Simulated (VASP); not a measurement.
Crystal: InP.

```
In P
1.0
     0.00000    2.97933    2.97933
     2.97933    0.00000    2.97933
     2.97933    2.97933    0.00000
In P
1 1
Direct
  0.00000 0.00000 0.00000
  0.25000 0.25000 0.25000
```

The cell was built by a generator and needn't be a form met in nature.

Program: VASP 6.6.1. Alike in all runs: task band structure; potentials or basis VASP PAW PBE potentials, release 64 (In_d, P); no spin polarisation; cell as given; cutoff (eV) 520; smearing gaussian 0.02 eV.

**Question.** Order these runs on this cell by their band gap on the k mesh, lowest first.
A. level PBE0; k mesh 6 × 6 × 6; grid for exact exchange (PRECFOCK) Fast; exchange at q = 0 truncated
B. level r2SCAN; k mesh 10 × 10 × 10
C. level PBE; k mesh 10 × 10 × 10
D. level HSE06; k mesh 6 × 6 × 6; grid for exact exchange (PRECFOCK) Fast; screening parameter 0.2 1/A

**Answer.** C (0.44 eV), B (0.88 eV), D (1.21 eV), A (1.80 eV).

Caveats: spin-orbit coupling is left out, which moves the levels of the heavy elements.
